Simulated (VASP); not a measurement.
VASP ran on this input.

**INCAR**
```
IBRION=2   ! conjugate gradients
ISMEAR=0   ! Gaussian
LCHARG=F
ALGO=Normal   ! blocked Davidson
SIGMA=0.05   ! width (eV)
LWAVE=F
PREC=Accurate
SYSTEM=SiC
ISIF=3
LASPH=T   ! aspherical one-centre terms
NELM=100
EDIFF=1E-6   ! SCF stop (eV)
EDIFFG=-0.01   ! ionic stop
NSW=60
LREAL=F
GGA=PS   ! PBEsol
ENCUT=530
```

KPOINTS:
```
Automatic mesh
0
Gamma
9 9 9
0 0 0
```

**POSCAR**
```
SiC
1
    0.0000000000     2.1800000000     2.1800000000
    2.1800000000     0.0000000000     2.1800000000
    2.1800000000     2.1800000000     0.0000000000
Si C
1 1
Direct
  0.0000000000   0.0000000000   0.0000000000
  0.7500000000   0.7500000000   0.7500000000
```

POTCAR, in this order: Si C (PBE.64 set). Program: vasp_std.

Task: Translate this PBEsol calculation to Quantum ESPRESSO's pw.x.

Result: One equivalent input (not run):
```
&CONTROL
  calculation = 'vc-relax'
  pseudo_dir = './pseudo'
  outdir = './out'
  tprnfor = .true.
  tstress = .true.
  nstep = 60
  forc_conv_thr = 0.00039
/
&SYSTEM
  ibrav = 0
  nat = 2
  ntyp = 2
  ecutwfc = 82
  occupations = 'smearing'
  smearing = 'gaussian'
  degauss = 0.003675
  input_dft = 'pbesol'
/
&ELECTRONS
  conv_thr = 7.3e-08
  electron_maxstep = 100
/
&IONS
/
&CELL
/
ATOMIC_SPECIES
  Si 28.085 Si.upf
  C 12.011 C.upf
CELL_PARAMETERS angstrom
     0.0000000    2.1800000    2.1800000
     2.1800000    0.0000000    2.1800000
     2.1800000    2.1800000    0.0000000
ATOMIC_POSITIONS crystal
  Si   0.0000000  0.0000000  0.0000000
  C    0.7500000  0.7500000  0.7500000
K_POINTS automatic
  9 9 9 0 0 0
```
Limits of the translation: the potentials are each code's own (VASP's PAW set, PseudoDojo norm-conserving files in pw.x), so ENCUT and ecutwfc are chosen apart and not converted; conv_thr bounds pw.x's estimated SCF error, while EDIFF bounds the energy change between steps; forc_conv_thr acts on force components and is met together with etot_conv_thr.

The compound is SiC in the zinc blende structure. The cell was not relaxed at this level.
